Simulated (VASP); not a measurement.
Calculation: PBEsol GGA, VASP's PBE PAW potentials (set 64) (plane waves; VASP).

VASP ran on this input.

**POSCAR**
```
HfC
1
    0.0000000000     2.3171400000     2.3171400000
    2.3171400000     0.0000000000     2.3171400000
    2.3171400000     2.3171400000     0.0000000000
Hf C
1 1
Direct
  0.0101680000  -0.0096810000   0.0142840000
  0.4898320000   0.5096810000   0.4857160000
```

File KPOINTS:
```
Automatic mesh
0
Gamma
12 12 12
0 0 0
```

**INCAR**
```
ALGO  =  Normal
EDIFF  =  1E-03
EDIFFG  =  -0.03
ENCUT  =  400
GGA  =  PS
IBRION  =  2
ISIF  =  2
ISMEAR  =  0
LASPH  =  .TRUE.
LCHARG  =  .FALSE.
LMAXMIX  =  6
LREAL  =  .FALSE.
LWAVE  =  .FALSE.
NELM  =  100
NSW  =  50
PREC  =  Accurate
SIGMA  =  0.2
SYSTEM  =  HfC
```

POTCAR, in this order: Hf_pv C (PBE.64 set). Program: vasp_std.

The resulting files:

### OUTCAR
```
 ion  position               nearest neighbor table
   1  0.010  0.990  0.014-   2 2.20   2 2.30   2 2.32   2 2.32   2 2.34   2 2.43
   2  0.490  0.510  0.486-   1 2.20   1 2.30   1 2.32   1 2.32   1 2.34   1 2.43
  LATTYP: Found a face centered cubic cell.
 ALAT       =     4.6342800000
 Subroutine PRICEL returns:
 Original cell was already a primitive cell.
 Subroutine GETGRP returns: Found  1 space group operations
The static configuration has the point symmetry C_1 .
The dynamic configuration has the point symmetry C_1 .
 Subroutine INISYM returns: Found  1 space group operations
 Subroutine IBZKPT returns following result:
 Found    868 irreducible k-points:

 Following reciprocal coordinates:
            Coordinates               Weight
  0.000000  0.000000  0.000000      1.000000
  0.083333  0.000000  0.000000      2.000000
  0.000000  0.083333  0.000000      2.000000
  0.000000  0.000000  0.083333      2.000000
  0.083333  0.083333  0.083333      2.000000
  0.166667  0.000000  0.000000      2.000000
  0.000000  0.166667  0.000000      2.000000
  0.000000  0.000000  0.166667      2.000000
  0.166667  0.166667  0.166667      2.000000
  0.250000  0.000000  0.000000      2.000000
  0.000000  0.250000  0.000000      2.000000
  0.000000  0.000000  0.250000      2.000000
  0.250000  0.250000  0.250000      2.000000
  0.333333  0.000000  0.000000      2.000000
  0.000000  0.333333  0.000000      2.000000
  0.000000  0.000000  0.333333      2.000000
  0.333333  0.333333  0.333333      2.000000
  0.416667  0.000000  0.000000      2.000000
  0.000000  0.416667  0.000000      2.000000
  0.000000  0.000000  0.416667      2.000000
  0.416667  0.416667  0.416667      2.000000
  0.500000  0.000000  0.000000      1.000000
  0.000000  0.500000  0.000000      1.000000
  0.000000  0.000000  0.500000      1.000000
  0.500000  0.500000  0.500000      1.000000
  0.083333  0.083333  0.000000      2.000000
  0.000000  0.083333  0.083333      2.000000
  0.083333  0.000000  0.083333      2.000000
  0.166667  0.083333  0.000000      2.000000
  0.000000  0.166667  0.083333      2.000000
  0.083333  0.000000  0.166667      2.000000
  0.083333  0.083333 -0.083333      2.000000
  0.166667  0.083333  0.166667      2.000000
  0.083333  0.166667  0.000000      2.000000
  0.083333 -0.083333 -0.083333      2.000000
  0.166667  0.166667  0.083333      2.000000
  0.000000  0.083333  0.166667      2.000000
 -0.083333  0.083333 -0.083333      2.000000
  0.083333  0.166667  0.166667      2.000000
  0.166667  0.000000  0.083333      2.000000
   k-points           NKPTS =    868   k-points in BZ     NKDIM =    868   number of bands    NBANDS=     11
   number of dos      NEDOS =    301   number of ions     NIONS =      2
   total plane-waves  NPLWV =  13824
   dimension x,y,z NGX =    24 NGY =   24 NGZ =   24
   dimension x,y,z NGXF=    48 NGYF=   48 NGZF=   48
   ions per type =               1   1
   PREC   = accura    normal or accurate (medium, high low for compatibility)
   ISTART =      0    job   : 0-new  1-cont  2-samecut
   ICHARG =      2    charge: 1-file 2-atom 10-const
   ISPIN  =      1    spin polarized calculation?
   LNONCOLLINEAR =      F non collinear calculations
   LSORBIT =      F    spin-orbit coupling
   INIWAV =      1    electr: 0-lowe 1-rand  2-diag
   ENCUT  =  400.0 eV  29.40 Ry    5.42 a.u.   5.34  5.34  5.34*2*pi/ulx,y,z
   NELM   =    100;   NELMIN=  2; NELMDL= -5     # of ELM steps
   EDIFF  = 0.1E-02   stopping-criterion for ELM
   LREAL  =      F    real-space projection
   NLSPLINE    = F    spline interpolate recip. space projectors
   LMAXMIX     =    6 max onsite mixed and CHGCAR
...
```

File OSZICAR:
```
       N       E                     dE             d eps       ncg     rms          rms(c)
DAV:   1     0.165501775145E+02    0.16550E+02   -0.67658E+03 19192   0.992E+02
DAV:   2    -0.236219625826E+02   -0.40172E+02   -0.38092E+02 24444   0.192E+02
DAV:   3    -0.250421311840E+02   -0.14202E+01   -0.14050E+01 24463   0.287E+01
DAV:   4    -0.250537729049E+02   -0.11642E-01   -0.11632E-01 22873   0.280E+00
DAV:   5    -0.250539113509E+02   -0.13845E-03   -0.13842E-03 24613   0.251E-01    0.596E+01
DAV:   6    -0.222304322023E+02    0.28235E+01   -0.17536E+01 21334   0.218E+01    0.417E+01
DAV:   7    -0.221606337174E+02    0.69798E-01   -0.59242E-01 22523   0.592E+00    0.236E+01
DAV:   8    -0.221494093761E+02    0.11224E-01   -0.49367E-02 22422   0.210E+00    0.477E+00
DAV:   9    -0.221447088065E+02    0.47006E-02   -0.22225E-02 21664   0.904E-01    0.187E+00
DAV:  10    -0.221444264090E+02    0.28240E-03   -0.88148E-04 10983   0.258E-01
   1 F= -.22144426E+02 E0= -.22141949E+02  d E =-.221444E+02
       N       E                     dE             d eps       ncg     rms          rms(c)
DAV:   1    -0.221715101421E+02   -0.26801E-01   -0.10900E+01 19099   0.322E+01    0.357E+00
DAV:   2    -0.221942768596E+02   -0.22767E-01   -0.29082E-01 23726   0.545E+00    0.156E+00
DAV:   3    -0.221925821047E+02    0.16948E-02   -0.59687E-03 23393   0.672E-01    0.492E-01
DAV:   4    -0.221926258882E+02   -0.43783E-04   -0.98539E-04 17678   0.203E-01
   2 F= -.22192626E+02 E0= -.22189957E+02  d E =-.481995E-01
       N       E                     dE             d eps       ncg     rms          rms(c)
DAV:   1    -0.221937448266E+02   -0.11627E-02   -0.11260E+00 19147   0.104E+01    0.110E+00
DAV:   2    -0.221960582588E+02   -0.23134E-02   -0.28406E-02 23758   0.172E+00    0.487E-01
DAV:   3    -0.221959022131E+02    0.15605E-03   -0.52057E-04 12509   0.209E-01
   3 F= -.22195902E+02 E0= -.22193165E+02  d E =-.514758E-01
```

### OUTCAR
```
------------------------ aborting loop because EDIFF is reached ----------------------------------------
  FORCE on cell =-STRESS in cart. coord.  units (eV):
  Direction    XX          YY          ZZ          XY          YZ          ZX
  --------------------------------------------------------------------------------------
  Total       -0.8674403     -0.8644491     -0.8676666     -0.0000634     -0.0000139     -0.0000088
  in kB      -55.8551688    -55.6625600    -55.8697409     -0.0040827     -0.0008918     -0.0005656
  external PRESSURE =     -55.7958232 kB  Pullay stress =       0.0000000 kB
  volume of cell :       24.88
      direct lattice vectors                 reciprocal lattice vectors
     0.000000000  2.317140000  2.317140000    -0.215783250  0.215783250  0.215783250
     2.317140000  0.000000000  2.317140000     0.215783250 -0.215783250  0.215783250
     2.317140000  2.317140000  0.000000000     0.215783250  0.215783250 -0.215783250
 POSITION                                       TOTAL-FORCE (eV/Angst)
 -----------------------------------------------------------------------------------
      0.00077      0.00079      0.00009        -0.011435     -0.009953     -0.001282
      2.31637      2.31635      2.31705         0.011435      0.009953      0.001282
 -----------------------------------------------------------------------------------
    total drift:                               -0.001322     -0.007313     -0.000121
  FREE ENERGIE OF THE ION-ELECTRON SYSTEM (eV)
  ---------------------------------------------------
  free  energy   TOTEN  =       -22.1959022131 eV

  energy  without entropy=      -22.1904278177  energy(sigma->0) =      -22.19316502

 reached required accuracy - stopping structural energy minimisation
```
(Selected blocks of OUTCAR.)

CONTCAR:
```
HfC
   1.00000000000000
     0.0000000000000000    2.3171400000000002    2.3171400000000002
     2.3171400000000002    0.0000000000000000    2.3171400000000002
     2.3171400000000002    2.3171400000000002    0.0000000000000000
  Hf              C
     1     1
Direct
     0.0000228069470894    0.0000148638043229    0.0003172921583805
     0.4999771930529106    0.4999851361956772    0.4996827078416195
```

At this cut-off the stress carries a Pulay error, which pulls relaxed volumes low.

The structure comes from a computed database's HfC entry; how it stands against other phases isn't given here. In the starting cell atoms are displaced from their ideal sites. This run relaxes the ions in a fixed cell. The run is one of a series of settings (EDIFF = 1E-03, EDIFFG = -0.03, IBRION = 2, NSW = 50 against the base run), some of them coarse on purpose.
